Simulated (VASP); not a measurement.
# Mg2CdO3 (P-3m1) in VASP: notebook

One crystal, Mg2CdO3, is run at these levels: PBE, r2SCAN; tasks: relaxation of cell and atoms, single point.

Program: VASP 6.6.1. These are calculated values, not measurements. Logs are shortened: lines on timing, memory, paths and dates and some standing lists are left out, and cuts for length are marked.

### Step 1. The crystal as given

It takes space group P-3m1 (No. 164, trigonal). The conventional cell has a = 3.123 Å, b = 3.123 Å, c = 7.770 Å, α = 90.00°, β = 90.00°, γ = 120.00°. Around Mg (site symmetry 3m) lie 6 O at 2.14 to 2.17 Å. Cd (site symmetry -3m) is surrounded by 6 O at 2.36 Å. O (site symmetry 3m) is surrounded by 3 Mg at 2.14 Å and 3 Cd at 2.36 Å. O (site symmetry -3m) has 6 Mg at 2.17 Å as nearest neighbours.

The cell was built by a generator and needn't be a form met in nature.

### Step 2. Relaxation of cell and atoms, PBE

INCAR

```
  PREC = Accurate
  ENCUT = 520
  EDIFF = 1E-6
  ISMEAR = 0
  SIGMA = 0.03
  LREAL = F
  LASPH = T
  NELM = 120
  ALGO = Normal
  ISIF = 3
  LWAVE = F
  LCHARG = F
  GGA = PE
  IBRION = 2
  NSW = 90
  EDIFFG = -0.01
  KPAR = 4
```

KPOINTS

```
regular mesh
0
Gamma
  10 10 4
```

POSCAR

```
Mg2CdO3
1.0
    3.1226163500      0.0000000000      0.0000000000
   -1.5613081700      2.7042650800      0.0000000000
    0.0000000000      0.0000000000      7.7700000000
Mg Cd O
2 1 3
Direct
    0.3333333300      0.6666666700      0.3446589400
    0.6666666700      0.3333333300      0.6553410600
    0.0000000000      0.0000000000      0.0000000000
    0.6666666700      0.3333333300      0.1965251000
    0.3333333300      0.6666666700      0.8034749000
    0.0000000000      0.0000000000      0.5000000000
```

Potentials or basis: VASP PAW PBE potentials, release 64 (Mg, Cd, O).

Command:

```bash
cat potpaw_PBE.64/Mg/POTCAR potpaw_PBE.64/Cd/POTCAR potpaw_PBE.64/O/POTCAR > POTCAR
mpirun -np 4 vasp_std > vasp.out
```

OUTCAR:

```text
PREC = Accurate
   ENCUT = 520
   EDIFF = 1E-6
   ISMEAR = 0
   LREAL = F
   LASPH = T
   NELM = 120
   ISIF = 3
   GGA = PE
   IBRION = 2
   NSW = 90
   EDIFFG = -0.01

 ion  position               nearest neighbor table
   1  0.333  0.667  0.345-   4 2.14   4 2.14   4 2.14   6 2.17   6 2.17   6 2.17   2 3.01   2 3.01
                             2 3.01   3 3.23   3 3.23   3 3.23
   2  0.667  0.333  0.655-   5 2.14   5 2.14   5 2.14   6 2.17   6 2.17   6 2.17   1 3.01   1 3.01
                             1 3.01   3 3.23   3 3.23   3 3.23
   3  0.000  0.000  0.000-   4 2.36   5 2.36   5 2.36   4 2.36   4 2.36   5 2.36   1 3.23   2 3.23
                             1 3.23   2 3.23   1 3.23   2 3.23
   4  0.667  0.333  0.197-   1 2.14   1 2.14   1 2.14   3 2.36   3 2.36   3 2.36
   5  0.333  0.667  0.803-   2 2.14   2 2.14   2 2.14   3 2.36   3 2.36   3 2.36
   6  0.000  0.000  0.500-   1 2.17   2 2.17   1 2.17   2 2.17   2 2.17   1 2.17

  LATTYP: Found a hexagonal cell.
 ALAT       =     3.1226163500
 C/A-ratio  =     2.4882979941

  Lattice vectors:

 A1 = (   3.1226163500,   0.0000000000,   0.0000000000)
 A2 = (  -1.5613081700,   2.7042650800,   0.0000000000)
 A3 = (   0.0000000000,   0.0000000000,   7.7700000000)

Analysis of symmetry for initial positions (statically):
=====================================================================
 Subroutine PRICEL returns:
 Original cell was already a primitive cell.

 Routine SETGRP: Setting up the symmetry group for a
 hexagonal supercell.

 Subroutine GETGRP returns: Found 12 space group operations
 (whereof 12 operations were pure point group operations)
 out of a pool of 24 trial point group operations.

The static configuration has the point symmetry D_3d.

Analysis of symmetry for dynamics (positions and initial velocities):
=====================================================================
 Subroutine PRICEL returns:
 Original cell was already a primitive cell.

 Routine SETGRP: Setting up the symmetry group for a
 hexagonal supercell.

 Subroutine GETGRP returns: Found 12 space group operations
 (whereof 12 operations were pure point group operations)
 out of a pool of 24 trial point group operations.

The dynamic configuration has the point symmetry D_3d.

 Subroutine INISYM returns: Found 12 space group operations
 (whereof 12 operations are pure point group operations),
 and found     1 'primitive' translations
[... 111 lines left out ...]
   POTIM  = 0.5000    time-step for ionic-motion
   TEBEG  =    0.0;   TEEND  =   0.0 temperature during run
   PSTRESS=    0.0 pullay stress
   NELECT =      34.0000    total number of electrons
   NUPDOWN=      -1.0000    fix difference up-down
   EMIN   =  10.00;   EMAX   =-10.00  energy-range for DOS
   EFERMI =   0.00;   METHOD = LEGACY
   ISMEAR =     0;   SIGMA  =   0.03  broadening in eV -4-tet -1-fermi 0-gaus
   EFERMI_NEDOS =   21; number of points for ismear=-14 and -15
   IALGO  =     38    algorithm
   IMIX   =      4    mixing-type and parameters
     AMIX     =   0.40;   BMIX     =  1.00
     AMIX_MAG =   1.60;   BMIX_MAG =  1.00
  volume/ion in A,a.u.               =      10.94        73.80
  Fermi-wavevector in a.u.,A,eV,Ry     =   1.314937  2.484870 23.525268  1.729058
  Thomas-Fermi vector in A             =   2.445155
   LORBIT       =      0    0 simple, 1 ext, 2 COOP (PROOUT), +10 PAW based schemes
   GGA     = PE    functional components
   LHFCALC =     F    Hartree Fock is set to
   AEXX    =    0.0000 exact exchange contribution
   IVDW    =     0    specifies the selected vdW correction
   LEPSILON=     F    determine dielectric tensor
   LRPA    =     F    only Hartree local field effects (RPA)
 conjugate gradient relaxation of ions
 non-spin polarized calculation
 Gauss-broadening in eV      SIGMA  =   0.03
  energy-cutoff  :      520.00
  volume of cell :       65.61
 maximum number of plane-waves:      1782
 NGX is ok and might be reduce to    24
   NGX = 11   NGY = 11   NGZ = 29

--------------------------------------- Ionic step        1  -------------------------------------------

 number of electron      33.9999988 magnetization

 Free energy of the ion-electron system (eV)
  ---------------------------------------------------
  ext. energy  EPLUGINS =         0.00000000
  ---------------------------------------------------
  free energy    TOTEN  =       -31.24197683 eV

  energy without entropy =      -31.24197683  energy(sigma->0) =      -31.24197683

------------------------ aborting loop because EDIFF is reached ----------------------------------------

  FORCE on cell =-STRESS in cart. coord.  units (eV):
  Direction    XX          YY          ZZ          XY          YZ          ZX
  --------------------------------------------------------------------------------------
  -------------------------------------------------------------------------------------
  Total       -0.1695875     -0.1695875      0.2446269     -0.0000000      0.0000000     -0.0000000
  in kB       -4.1410981     -4.1410981      5.9734591     -0.0000000      0.0000000     -0.0000000
  external PRESSURE =      -0.7695790 kB  Pullay stress =       0.0000000 kB
[... 107 lines left out ...]
--------------------------------------- Ionic step        4  -------------------------------------------

 number of electron      33.9999992 magnetization

 Free energy of the ion-electron system (eV)
  ---------------------------------------------------
  ext. energy  EPLUGINS =         0.00000000
  ---------------------------------------------------
  free energy    TOTEN  =       -31.24291863 eV

  energy without entropy =      -31.24291863  energy(sigma->0) =      -31.24291863

 E-fermi :   2.6254     XC(G=0): -11.1635

 val. band max:        2.4300069155   @ k =   0.0000   0.0000   0.5000
 cond. band min:       4.3323585194   @ k =   0.0000   0.0000   0.0000
 fundamental gap:      1.9023516039
 Fermi energy:         2.6254187463

 k-point     1 :       0.0000    0.0000    0.0000
  band No.  band energies     occupation
      1     -14.6017      2.00000
      2     -14.0578      2.00000
      3     -13.6038      2.00000
      4      -4.7083      2.00000
      5      -4.3430      2.00000
      6      -4.3430      2.00000
[... 565 lines left out ...]
     20      11.1257      0.00000
     21      12.3528      0.00000

 [... further k-points ...]

------------------------ aborting loop because EDIFF is reached ----------------------------------------

  FORCE on cell =-STRESS in cart. coord.  units (eV):
  Direction    XX          YY          ZZ          XY          YZ          ZX
  --------------------------------------------------------------------------------------
  -------------------------------------------------------------------------------------
  Total       -0.0006971     -0.0006971     -0.0161023     -0.0000000      0.0000000      0.0000000
  in kB       -0.0170267     -0.0170267     -0.3933127     -0.0000000      0.0000000      0.0000000
  external PRESSURE =      -0.1424554 kB  Pullay stress =       0.0000000 kB
[... 21 lines left out ...]
  FREE ENERGIE OF THE ION-ELECTRON SYSTEM (eV)
  ---------------------------------------------------
  free  energy   TOTEN  =       -31.2429186300 eV

  energy  without entropy=      -31.2429186300  energy(sigma->0) =      -31.24291863

 reached required accuracy - stopping structural energy minimisation
```

OSZICAR:

```text
N       E                     dE             d eps       ncg     rms          rms(c)
DAV:   1     0.240201882182E+03    0.24020E+03   -0.18335E+04  2132   0.156E+03
DAV:   2    -0.211179187916E+02   -0.26132E+03   -0.25044E+03  2444   0.363E+02
DAV:   3    -0.368021588065E+02   -0.15684E+02   -0.15619E+02  2480   0.965E+01
DAV:   4    -0.369292375047E+02   -0.12708E+00   -0.12699E+00  2410   0.962E+00
[... 27 lines left out ...]
DAV:   1    -0.312431161250E+02   -0.25779E-03   -0.23551E-02  2100   0.134E+00    0.116E-01
DAV:   2    -0.312429572006E+02    0.15892E-03   -0.90605E-04  2555   0.308E-01    0.372E-02
DAV:   3    -0.312429286302E+02    0.28570E-04   -0.46762E-05  2710   0.936E-02    0.287E-02
DAV:   4    -0.312429193458E+02    0.92844E-05   -0.14743E-05  2515   0.464E-02    0.930E-03
DAV:   5    -0.312429186300E+02    0.71581E-06   -0.38192E-06  2243   0.191E-02
   4 F= -.31242919E+02 E0= -.31242919E+02  d E =-.602479E-04
```

CONTCAR:

```text
Mg2CdO3
   1.00000000000000
     3.1168884039953890   -0.0000000000105932    0.0000000000000000
    -1.5584441970160403    2.6993045332833687   -0.0000000000000000
     0.0000000000000000    0.0000000000000000    7.7963014598866911
  Mg              Cd              O
     2     1     3
Direct
     0.3333333300000021    0.6666666699999979    0.3442228318213038
     0.6666666699999979    0.3333333300000021    0.6557771681786962
     1.0000000000000000    0.0000000000000000    1.0000000000000000
     0.6666666699999979    0.3333333300000021    0.1963006259582986
     0.3333333300000021    0.6666666699999979    0.8036993740417013
     1.0000000000000000    0.0000000000000000    0.5000000000000000

  0.00000000E+00  0.00000000E+00  0.00000000E+00
  0.00000000E+00  0.00000000E+00  0.00000000E+00
  0.00000000E+00  0.00000000E+00  0.00000000E+00
  0.00000000E+00  0.00000000E+00  0.00000000E+00
  0.00000000E+00  0.00000000E+00  0.00000000E+00
  0.00000000E+00  0.00000000E+00  0.00000000E+00
```

Wall time 42 s (4 MPI ranks of Intel Xeon Platinum 8488C (Sapphire Rapids), shared host); peak memory 0.22 GiB.

What came out:

| Property | Result |
| --- | --- |
| Free energy | -31.2429 eV |
| Relaxed volume | 10.93 Å³/atom |
| Relaxed cell | a = 3.117 Å, b = 3.117 Å, c = 7.796 Å, α = 90.00°, β = 90.00°, γ = 120.00° |
| Space group after relaxing (to 0.05 Å) | P-3m1 (No. 164) |
| Energy gained by relaxing | 0.2 meV/atom |
| Ionic steps | 4 |
| Pressure after relaxing | 0.0 GPa |
| Band gap on the k mesh | 1.90 eV, indirect (least direct gap 2.05 eV) |

Forces on the atoms (eV/Å):
```
Mg   0.000  0.000 -0.001
Mg   0.000  0.000  0.001
Cd   0.000  0.000  0.000
O    0.000  0.000 -0.003
O    0.000  0.000  0.003
O    0.000  0.000  0.000
```

The path:
```tsv
step	energy change (eV)	largest force (eV/Å)	pressure (GPa)	volume (Å³)
1	0.0000	0.0623	-0.08	65.61
2	-0.0008	0.0190	0.05	65.56
3	-0.0009	0.0224	0.08	65.55
4	-0.0009	0.0027	-0.01	65.59
```

Final structure:
```
Mg Cd O
1.0
     3.11689    0.00000    0.00000
    -1.55844    2.69930    0.00000
     0.00000    0.00000    7.79630
Mg Cd O
2 1 3
Direct
  0.33333 0.66667 0.34422
  0.66667 0.33333 0.65578
  0.00000 0.00000 0.00000
  0.66667 0.33333 0.19630
  0.33333 0.66667 0.80370
  0.00000 0.00000 0.50000
```

A k mesh can miss the band edges.

### Step 3. Relaxation of cell and atoms, PBE

INCAR

```
  PREC = Accurate
  ENCUT = 520
  EDIFF = 1E-7
  ISMEAR = 0
  SIGMA = 0.03
  LREAL = F
  LASPH = T
  NELM = 120
  ALGO = Normal
  ISIF = 3
  LWAVE = F
  LCHARG = F
  GGA = PE
  IBRION = 2
  NSW = 60
  EDIFFG = -0.005
  POTIM = 0.3
  KPAR = 4
```

KPOINTS is that of step 2.

POSCAR

```
Mg2CdO3                                 
1.0
    3.1168884040     -0.0000000000      0.0000000000
   -1.5584441970      2.6993045333     -0.0000000000
    0.0000000000      0.0000000000      7.7963014599
  Mg              Cd              O             
     2     1     3
Direct
     0.3333333300000021    0.6666666699999979    0.3442228318213038
     0.6666666699999979    0.3333333300000021    0.6557771681786962
     1.0000000000000000    0.0000000000000000    1.0000000000000000
     0.6666666699999979    0.3333333300000021    0.1963006259582986
     0.3333333300000021    0.6666666699999979    0.8036993740417013
     1.0000000000000000    0.0000000000000000    0.5000000000000000
```

Potentials or basis: VASP PAW PBE potentials, release 64 (Mg, Cd, O).

Command:

```bash
cat potpaw_PBE.64/Mg/POTCAR potpaw_PBE.64/Cd/POTCAR potpaw_PBE.64/O/POTCAR > POTCAR
mpirun -np 4 vasp_std > vasp.out
```

Run time: 22 s. Hardware: 4 MPI ranks of Intel Xeon Platinum 8488C (Sapphire Rapids), shared host; peak memory 0.21 GiB.

It converged, with:

```yaml
Free_energy: -31.2429 eV
Pressure_after_relaxing: 0.0 GPa
Largest_force_after_relaxing: 0.003 eV/Å
Band_gap_on_the_k_mesh: 1.90 eV, indirect (least direct gap 2.05 eV)
```

Forces on the atoms (eV/Å):
```
Mg   0.000  0.000 -0.002
Mg   0.000  0.000  0.002
Cd   0.000  0.000  0.000
O    0.000  0.000 -0.003
O    0.000  0.000  0.003
O    0.000  0.000  0.000
```

Final structure:
```xyz
6
Lattice="3.1169 0.0000 0.0000 -1.5584 2.6993 0.0000 0.0000 0.0000 7.7963" Properties=species:S:1:pos:R:3 pbc="T T T"
Mg    0.0000    1.7995    2.6837
Mg    1.5584    0.8998    5.1126
Cd    0.0000    0.0000    0.0000
O     1.5584    0.8998    1.5304
O     0.0000    1.7995    6.2659
O     0.0000    0.0000    3.8982
```

Levels at points of the mesh, in eV from the valence-band top:
| k point | band 14 | band 15 | band 16 | band 17 | band 18 | band 19 | band 20 | band 21 |
| --- | --- | --- | --- | --- | --- | --- | --- | --- |
| (0.00, 0.00, 0.00) | -0.27 | -0.27 | -0.15 | -0.15 | 1.90 | 5.92 | 6.23 | 10.14 |
| (0.50, 0.00, 0.00) | -1.19 | -0.84 | -0.76 | -0.45 | 5.71 | 5.80 | 8.57 | 9.90 |
| (0.00, 0.00, 0.50) | -0.58 | -0.58 | 0.00 | 0.00 | 2.91 | 4.79 | 6.70 | 10.39 |
| (0.50, 0.00, 0.50) | -1.34 | -1.17 | -0.30 | -0.14 | 5.42 | 5.88 | 8.78 | 9.96 |

Caveat: the relaxation stopped at its first step, so nothing moved.

### Step 4. Single point, r2SCAN

INCAR

```
  PREC = Accurate
  ENCUT = 520
  EDIFF = 1E-6
  ISMEAR = 0
  SIGMA = 0.03
  LREAL = F
  LASPH = T
  NELM = 150
  ALGO = Normal
  ISIF = 2
  LWAVE = F
  LCHARG = F
  METAGGA = R2SCAN
  LMIXTAU = T
  KPAR = 4
```

KPOINTS is that of step 3.

POSCAR

```
Mg2CdO3                                 
1.0
    3.1168884040      0.0000000000      0.0000000000
   -1.5584441970      2.6993045333      0.0000000000
    0.0000000000      0.0000000000      7.7963014599
  Mg              Cd              O             
     2     1     3
Direct
     0.3333333300000021    0.6666666699999979    0.3442228318213054
     0.6666666699999979    0.3333333300000021    0.6557771681786946
     0.0000000000000000    0.0000000000000000    0.0000000000000000
     0.6666666699999979    0.3333333300000021    0.1963006259583011
     0.3333333300000021    0.6666666699999979    0.8036993740416989
     0.0000000000000000    0.0000000000000000    0.5000000000000000
```

Command:

```bash
cat potpaw_PBE.64/Mg/POTCAR potpaw_PBE.64/Cd/POTCAR potpaw_PBE.64/O/POTCAR > POTCAR
mpirun -np 4 vasp_std > vasp.out
```

It took 88 s on 4 MPI ranks of Intel Xeon Platinum 8488C (Sapphire Rapids), shared host; peak memory 0.23 GiB.

The run converged. Its results:

```yaml
Free_energy: -60.4947 eV
Pressure: -5.4 GPa
Largest_force: 0.126 eV/Å
Band_gap_on_the_k_mesh: 2.47 eV, indirect (least direct gap 2.63 eV)
```

Forces in eV/Å, atoms in the order of the input:
```
Mg   0.000  0.000  0.042
Mg   0.000  0.000 -0.042
Cd   0.000  0.000  0.000
O    0.000  0.000 -0.126
O    0.000  0.000  0.126
O    0.000  0.000  0.000
```

Levels at points of the mesh, in eV from the valence-band top:
```csv
k point,band 13,band 14,band 15,band 16,band 17,band 18,band 19,band 20,band 21
"(0.00, 0.00, 0.00)",-0.44,-0.26,-0.26,-0.16,-0.16,2.47,6.68,7.07,11.02
"(0.50, 0.00, 0.00)",-1.54,-1.17,-0.84,-0.76,-0.47,6.40,6.47,9.51,10.71
"(0.00, 0.00, 0.50)",-0.65,-0.58,-0.58,0.00,0.00,3.38,5.60,7.52,11.34
"(0.50, 0.00, 0.50)",-1.45,-1.37,-1.17,-0.32,-0.13,6.11,6.56,9.73,10.87
```

Caveat: the PAW data sets were made with another functional, which shifts forces and pressure a little.
